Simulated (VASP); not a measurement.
# AlCdO2 (R-3m) in VASP: notebook

One crystal, AlCdO2, is run at these levels: PBE; tasks: single point.

Program: VASP 6.6.1. These are calculated values, not measurements. Logs are shortened: lines on timing, memory, paths and dates and some standing lists are left out, and cuts for length are marked.

**1. The crystal as given**

Symmetry: R-3m, No. 166, trigonal system. The conventional cell has a = 2.911 Å, b = 2.911 Å, c = 18.939 Å, α = 90.00°, β = 90.00°, γ = 120.00°. Al (site symmetry -3m) is surrounded by 6 O at 1.95 Å. Around Cd (site symmetry -3m) lie 6 O at 2.75 Å and 6 Cd at 2.91 Å. Around O (site symmetry 3m) lie 3 Al at 1.95 Å.

The cell was built by a generator and needn't be a form met in nature.

**2. Single point, PBE**

The input, INCAR:

```
  ALGO = Fast
  EDIFF = 1E-7
  ENCUT = 520
  GGA = PE
  ISIF = 2
  ISMEAR = 0
  LASPH = True
  LCHARG = False
  LREAL = False
  LWAVE = False
  NBANDS = 22
  NELM = 100
  PREC = Accurate
  SIGMA = 0.1
```

The input, KPOINTS:

```
k-points
0
Gamma
  18 18 18
```

The input, POSCAR:

```
AlCdO2
1.0
    1.4552896099      0.8402118481      6.3130889751
   -1.4552896099      0.8402118481      6.3130889751
    0.0000000000     -1.6804236961      6.3130889751
Al Cd O
1 1 2
Direct
    0.5000000000      0.5000000000      0.5000000000
    0.0000000000      0.0000000000      0.0000000000
    0.7815333669      0.7815333669      0.7815333669
    0.2184666331      0.2184666331      0.2184666331
```

Potentials or basis: VASP PAW PBE potentials, release 64 (Al, Cd, O).

The run is started by

```sh
$ cat potpaw_PBE.64/Al/POTCAR potpaw_PBE.64/Cd/POTCAR potpaw_PBE.64/O/POTCAR > POTCAR
$ mpirun -np 1 vasp_std > vasp.out
```

OUTCAR:

```text
EDIFF = 1E-7
   ENCUT = 520
   GGA = PE
   ISIF = 2
   ISMEAR = 0
   LASPH = True
   LREAL = False
   NELM = 100
   PREC = Accurate

 ion  position               nearest neighbor table
   1  0.500  0.500  0.500-   4 1.95   4 1.95   3 1.95   3 1.95   4 1.95   3 1.95
   2  0.000  0.000  0.000-   3 2.75   3 2.75   4 2.75   4 2.75   3 2.75   4 2.75
   3  0.782  0.782  0.782-   1 1.95   1 1.95   1 1.95   2 2.75   2 2.75   2 2.75
   4  0.218  0.218  0.218-   1 1.95   1 1.95   1 1.95   2 2.75   2 2.75   2 2.75

  LATTYP: Found a trigonal (rhomboedric) cell.
 ALAT       =     6.5329102402
 COS(alpha) =     0.9007534381

  Lattice vectors:

 A1 = (   1.4552896099,   0.8402118481,   6.3130889751)
 A2 = (  -1.4552896099,   0.8402118481,   6.3130889751)
 A3 = (   0.0000000000,  -1.6804236961,   6.3130889751)

Analysis of symmetry for initial positions (statically):
=====================================================================
 Subroutine PRICEL returns:
 Original cell was already a primitive cell.

 Routine SETGRP: Setting up the symmetry group for a
 trigonal (rhombohedral) supercell.

 Subroutine GETGRP returns: Found 12 space group operations
 (whereof 12 operations were pure point group operations)
 out of a pool of 12 trial point group operations.

The static configuration has the point symmetry D_3d.

Analysis of symmetry for dynamics (positions and initial velocities):
=====================================================================
 Subroutine PRICEL returns:
 Original cell was already a primitive cell.

 Routine SETGRP: Setting up the symmetry group for a
 trigonal (rhombohedral) supercell.

 Subroutine GETGRP returns: Found 12 space group operations
 (whereof 12 operations were pure point group operations)
 out of a pool of 12 trial point group operations.

The dynamic configuration has the point symmetry D_3d.

 Subroutine INISYM returns: Found 12 space group operations
 (whereof 12 operations are pure point group operations),
 and found     1 'primitive' translations

----------------------------------------------------------------------------------------

                                     Primitive cell

  volume of cell :      46.3160

  direct lattice vectors                    reciprocal lattice vectors
     1.455289610  0.840211848  6.313088975     0.343574225  0.198362671  0.052800354
    -1.455289610  0.840211848  6.313088975    -0.343574225  0.198362671  0.052800354
     0.000000000 -1.680423696  6.313088975     0.000000000 -0.396725343  0.052800354

  length of vectors
     6.532910240  6.532910240  6.532910240     0.400223531  0.400223531  0.400223531

  position of ions in fractional coordinates (direct lattice)
     0.500000000  0.500000000  0.500000000
     0.000000000  0.000000000  0.000000000
     0.781533367  0.781533367  0.781533367
     0.218466633  0.218466633  0.218466633

  ion indices of the primitive-cell ions
   primitive index   ion index
                 1           1
                 2           2
                 3           3
                 4           4

----------------------------------------------------------------------------------------

 KPOINTS: k-points

Automatic generation of k-mesh.
 Grid dimensions read from file:
 generate k-points for:   18   18   18

 Generating k-lattice:

  Cartesian coordinates                     Fractional coordinates (reciprocal lattice)
     0.019087457  0.011020148  0.002933353     0.055555556 -0.000000000  0.000000000
    -0.019087457  0.011020148  0.002933353    -0.000000000  0.055555556  0.000000000
     0.000000000 -0.022040297  0.002933353     0.000000000  0.000000000  0.055555556

  Length of vectors
     0.022234641  0.022234641  0.022234641

  Shift w.r.t. Gamma in fractional coordinates (k-lattice)
     0.000000000  0.000000000  0.000000000

 Subroutine IBZKPT returns following result:
 ===========================================

 Found    580 irreducible k-points:

 Following reciprocal coordinates:
            Coordinates               Weight
  0.000000  0.000000  0.000000      1.000000
  0.055556  0.000000  0.000000      6.000000
  0.111111  0.000000  0.000000      6.000000
  0.166667  0.000000 -0.000000      6.000000
  0.222222  0.000000  0.000000      6.000000
  0.277778  0.000000  0.000000      6.000000
[... 16 lines left out ...]
 -0.277778  0.055556 -0.000000     12.000000
 -0.222222  0.055556 -0.000000     12.000000
 [... further k-points ...]
   k-points           NKPTS =    580   k-points in BZ     NKDIM =    580   number of bands    NBANDS=     22
   number of dos      NEDOS =    301   number of ions     NIONS =      4
   total plane-waves  NPLWV = 125000
   dimension x,y,z NGX =    50 NGY =   50 NGZ =   50
   dimension x,y,z NGXF=   100 NGYF=  100 NGZF=  100
   ions per type =               1   1   2
   NGX,Y,Z   is equivalent  to a cutoff of  12.72, 12.72, 12.72 a.u.
   NGXF,Y,Z  is equivalent  to a cutoff of  25.45, 25.45, 25.45 a.u.
 SYSTEM =  unknown system
   PREC   = accura    normal or accurate (medium, high low for compatibility)
   ISTART =      0    job   : 0-new  1-cont  2-samecut
   ICHARG =      2    charge: 1-file 2-atom 10-const
   ISPIN  =      1    spin polarized calculation?
   LNONCOLLINEAR =      F non collinear calculations
   LSORBIT =      F    spin-orbit coupling
   LASPH  =      T    aspherical Exc in radial PAW
   ENCUT  =  520.0 eV  38.22 Ry    6.18 a.u.  12.15 12.15 12.15*2*pi/ulx,y,z
   NELM   =    100;   NELMIN=  2; NELMDL= -5     # of ELM steps
   EDIFF  = 0.1E-06   stopping-criterion for ELM
   LREAL  =      F    real-space projection
   EDIFFG = 0.1E-05   stopping-criterion for IOM
   NSW    =      0    number of steps for IOM
   IBRION =     -1    ionic relax: 0-MD 1-quasi-New 2-CG
   NFREE  =      0    steps in history (QN), initial steepest desc. (CG)
   ISIF   =      2    stress and relaxation
   ISYM   =      2    0-nonsym 1-usesym 2-fastsym
   POTIM  = 0.5000    time-step for ionic-motion
   TEBEG  =    0.0;   TEEND  =   0.0 temperature during run
   PSTRESS=    0.0 pullay stress
   NELECT =      27.0000    total number of electrons
   NUPDOWN=      -1.0000    fix difference up-down
   EMIN   =  10.00;   EMAX   =-10.00  energy-range for DOS
   EFERMI =   0.00;   METHOD = LEGACY
   ISMEAR =     0;   SIGMA  =   0.10  broadening in eV -4-tet -1-fermi 0-gaus
   EFERMI_NEDOS =   21; number of points for ismear=-14 and -15
   IALGO  =     68    algorithm
   IMIX   =      4    mixing-type and parameters
     AMIX     =   0.40;   BMIX     =  1.00
     AMIX_MAG =   1.60;   BMIX_MAG =  1.00
  volume/ion in A,a.u.               =      11.58        78.14
  Fermi-wavevector in a.u.,A,eV,Ry     =   1.367579  2.584349 25.446584  1.870271
  Thomas-Fermi vector in A             =   2.493619
   LORBIT       =      0    0 simple, 1 ext, 2 COOP (PROOUT), +10 PAW based schemes
   GGA     = PE    functional components
   LHFCALC =     F    Hartree Fock is set to
   AEXX    =    0.0000 exact exchange contribution
   IVDW    =     0    specifies the selected vdW correction
   LEPSILON=     F    determine dielectric tensor
   LRPA    =     F    only Hartree local field effects (RPA)
 non-spin polarized calculation
 RMM-DIIS sequential band-by-band and
 Gauss-broadening in eV      SIGMA  =   0.10
  energy-cutoff  :      520.00
  volume of cell :       46.32
 maximum number of plane-waves:      1278
 NGX is ok and might be reduce to    50
   NGX = 25   NGY = 25   NGZ = 25

 number of electron      26.9999997 magnetization

 Free energy of the ion-electron system (eV)
  ---------------------------------------------------
  ext. energy  EPLUGINS =         0.00000000
  ---------------------------------------------------
  free energy    TOTEN  =       -22.06891640 eV

  energy without entropy =      -22.06344325  energy(sigma->0) =      -22.06617983

 E-fermi :   4.7999     XC(G=0): -11.4263

 val. band max:        4.7995887783   @ k =  -0.3889   0.4444   0.1667
 cond. band min:       4.8035141703   @ k =  -0.4444   0.5000   0.3889
 fundamental gap:      0.0039253919
 Fermi energy:         4.7999320028

 k-point     1 :       0.0000    0.0000    0.0000
  band No.  band energies     occupation
      1     -14.7473      2.00000
      2     -12.7768      2.00000
      3      -4.6419      2.00000
      4      -4.0893      2.00000
      5      -4.0893      2.00000
      6      -3.1759      2.00000
[... 14 lines left out ...]
     21      20.4386      0.00000
     22      20.4386      0.00000

 k-point     2 :       0.0556    0.0000    0.0000
  band No.  band energies     occupation
      1     -14.7116      2.00000
      2     -12.7632      2.00000
      3      -4.5967      2.00000
      4      -4.1038      2.00000
      5      -4.0569      2.00000
      6      -3.2073      2.00000
[... 14 lines left out ...]
     21      19.9297      0.00000
     22      20.4674      0.00000

 k-point     3 :       0.1111    0.0000    0.0000
  band No.  band energies     occupation
      1     -14.6062      2.00000
      2     -12.7246      2.00000
      3      -4.4867      2.00000
      4      -4.1285      2.00000
      5      -3.9626      2.00000
      6      -3.2973      2.00000
[... 14 lines left out ...]
     21      19.5279      0.00000
     22      20.4632      0.00000

 k-point     4 :       0.1667    0.0000   -0.0000
  band No.  band energies     occupation
      1     -14.4369      2.00000
      2     -12.6673      2.00000
      3      -4.4266      2.00000
      4      -4.0682      2.00000
      5      -3.8152      2.00000
      6      -3.4334      2.00000
[... 14 lines left out ...]
     21      19.0662      0.00000
     22      20.1707      0.00000

 k-point     5 :       0.2222    0.0000    0.0000
  band No.  band energies     occupation
      1     -14.2143      2.00000
      2     -12.6017      2.00000
      3      -4.4923      2.00000
      4      -3.8768      2.00000
      5      -3.6290      2.00000
      6      -3.5971      2.00000
[... 417 lines left out ...]
 k-point    22 :      -0.3333    0.0556   -0.0000
  band No.  band energies     occupation
      1     -13.5198      2.00000
      2     -12.4962      2.00000
      3      -4.7205      2.00000
      4      -3.9925      2.00000
      5      -3.4538      2.00000
      6      -3.3632      2.00000
[... 14 lines left out ...]
     21      17.5872      0.00000
     22      19.9856      0.00000

 k-point    23 :      -0.2778    0.0556   -0.0000
  band No.  band energies     occupation
      1     -13.7946      2.00000
      2     -12.5154      2.00000
      3      -4.6192      2.00000
      4      -3.8478      2.00000
      5      -3.6260      2.00000
      6      -3.3313      2.00000
[... 14 lines left out ...]
     21      18.5737      0.00000
     22      20.1006      0.00000

 k-point    24 :      -0.2222    0.0556   -0.0000
  band No.  band energies     occupation
      1     -14.0656      2.00000
      2     -12.5641      2.00000
      3      -4.5058      2.00000
      4      -3.8416      2.00000
      5      -3.6797      2.00000
      6      -3.4749      2.00000
[... 14 lines left out ...]
     21      18.7388      0.00000
     22      19.8767      0.00000

 [... further k-points ...]
[... 5 lines left out ...]
  --------------------------------------------------------------------------------------
  -------------------------------------------------------------------------------------
  Total        0.1063284      0.1063284      0.0770793      0.0000000      0.0000000     -0.0000000
  in kB        3.6781433      3.6781433      2.6663487      0.0000000      0.0000000     -0.0000000
  external PRESSURE =       3.3408784 kB  Pullay stress =       0.0000000 kB

 VOLUME and BASIS-vectors are now :
 -----------------------------------------------------------------------------
  energy-cutoff  :      520.00
  volume of cell :       46.32
      direct lattice vectors                 reciprocal lattice vectors
     1.455289610  0.840211848  6.313088975     0.343574225  0.198362671  0.052800354
    -1.455289610  0.840211848  6.313088975    -0.343574225  0.198362671  0.052800354
     0.000000000 -1.680423696  6.313088975     0.000000000 -0.396725343  0.052800354

 POSITION                                       TOTAL-FORCE (eV/Angst)
 -----------------------------------------------------------------------------------
      0.00000      0.00000      9.46963         0.000000      0.000000      0.000000
      0.00000      0.00000      0.00000         0.000000     -0.000000      0.000000
      0.00000      0.00000     14.80167         0.000000      0.000000      0.017881
      0.00000      0.00000      4.13760         0.000000     -0.000000     -0.017881
 -----------------------------------------------------------------------------------
    total drift:                                0.000000      0.000000      0.000000

  FREE ENERGIE OF THE ION-ELECTRON SYSTEM (eV)
  ---------------------------------------------------
  free  energy   TOTEN  =       -22.0689164026 eV

  energy  without entropy=      -22.0634432499  energy(sigma->0) =      -22.06617983
```

Run time: 28 min. Hardware: 1 thread of Intel Xeon 6975P-C (Granite Rapids), shared host; peak memory 0.8 GiB.

Results:

```yaml
Free_energy: -22.0689 eV
Pressure: 0.3 GPa
Largest_force: 0.018 eV/Å
Band_gap_on_the_k_mesh: none (metal or under the smearing width)
```

Forces on the atoms (eV/Å):
```
Al   0.000  0.000  0.000
Cd   0.000  0.000  0.000
O    0.000  0.000  0.018
O    0.000  0.000 -0.018
```

Stress tensor (GPa, compression positive):
```
0.37 0.00 0.00
0.00 0.37 0.00
0.00 0.00 0.27
```

Caveat: an odd number of electrons without spin polarisation forces a metal; a magnetic or distorted state may lie lower.

**3. Single point, PBE, collinear spin, typed start**

This run uses another cell than the first one, of 11.82 Å³/atom, 1.021 times its volume.

The input, INCAR:

```
ALGO     = Fast           # electronic algorithm
EDIFF    = 1E-6           # SCF threshold, eV
ENCUT    = 520            # plane-wave cutoff, eV
GGA      = PE             # functional
ISIF     = 2              # what is computed and relaxed
ISMEAR   = 0              # smearing method
ISPIN    = 2              # spin polarisation
LASPH    = True           # aspherical terms in the spheres
LCHARG   = False          # write CHGCAR
LORBIT   = 11             # projections on sites
LREAL    = False          # projectors in reciprocal space
LWAVE    = False          # write WAVECAR
MAGMOM   = 0 0 1 1        # initial moments
NBANDS   = 26             # bands
NELM     = 150            # most SCF steps
PREC     = Accurate       # precision mode
SIGMA    = 0.1            # smearing width, eV
```

The input, KPOINTS:

```
k-points
0
Gamma
  6 6 6
```

The input, POSCAR:

```
AlCdO2
1.0
    1.6105906100      0.9298749200      5.2633644400
   -1.6105906100      0.9298749200      5.2633644400
    0.0000000000     -1.8597498500      5.2633644400
Al Cd O
1 1 2
Direct
    0.5000000000      0.5000000000      0.5000000000
    0.0000000000      0.0000000000      0.0000000000
    0.7684787600      0.7684787600      0.7684787600
    0.2315212400      0.2315212400      0.2315212400
```

Potentials or basis: VASP PAW PBE potentials, release 64 (Al, Cd, O).

The run is started by

```sh
$ cat potpaw_PBE.64/Al/POTCAR potpaw_PBE.64/Cd/POTCAR potpaw_PBE.64/O/POTCAR > POTCAR
$ mpirun -np 1 vasp_std > vasp.out
```

Wall time 2.1 min (1 thread of Intel Xeon 6975P-C (Granite Rapids), shared host); peak memory 0.34 GiB.

It converged, with:

* Free energy: -20.3607 eV
* Pressure: -2.3 GPa
* Largest force: 2.296 eV/Å
* Band gap on the k mesh: none (metal or under the smearing width)
* Net moment: 0.00 μB per cell
* Valence electrons inside the program's atomic spheres: Al 0.58; Cd 10.28; O 4.99

Forces on the atoms (eV/Å):
```
Al   0.000  0.000  0.000
Cd   0.000  0.000  0.000
O    0.000  0.000  2.296
O    0.000  0.000 -2.296
```

Stress tensor (GPa, compression positive):
```
-11.33   0.00   0.00
  0.00 -11.33   0.00
  0.00   0.00  15.76
```

Levels at points of the mesh, in eV from the Fermi level:
Spin up:
| k point | band 10 | band 11 | band 12 | band 13 | band 14 | band 15 | band 16 | band 17 | band 18 | band 19 |
| --- | --- | --- | --- | --- | --- | --- | --- | --- | --- | --- |
| (0.00, 0.00, 0.00) | -5.00 | -4.81 | -4.81 | -4.69 | -3.78 | 0.89 | 3.70 | 7.13 | 7.13 | 10.51 |
| (0.50, 0.00, 0.00) | -5.82 | -5.70 | -5.25 | -5.19 | 1.47 | 1.65 | 3.00 | 4.47 | 6.28 | 7.51 |
| (0.50, 0.50, 0.00) | -6.38 | -5.55 | -4.49 | -4.00 | 0.10 | 0.52 | 3.53 | 5.55 | 6.81 | 7.48 |
| (0.50, 0.50, 0.50) | -5.37 | -5.37 | -4.48 | -4.48 | -0.92 | -0.63 | 4.55 | 7.97 | 7.97 | 8.15 |
Spin down:
```csv
k point,band 10,band 11,band 12,band 13,band 14,band 15,band 16,band 17,band 18,band 19
"(0.00, 0.00, 0.00)",-5.00,-4.81,-4.81,-4.69,-3.78,0.89,3.70,7.13,7.13,10.51
"(0.50, 0.00, 0.00)",-5.82,-5.70,-5.25,-5.19,1.47,1.65,3.00,4.47,6.28,7.51
"(0.50, 0.50, 0.00)",-6.38,-5.55,-4.49,-4.00,0.10,0.52,3.53,5.55,6.81,7.48
"(0.50, 0.50, 0.50)",-5.37,-5.37,-4.48,-4.48,-0.92,-0.63,4.55,7.97,7.97,8.15
```

Caveat: the k mesh is coarse (spacing up to 0.38 Å⁻¹), so the values aren't converged; forces of over 1 eV/Å show positions far from the minimum, so gaps and moduli don't describe the material at rest.
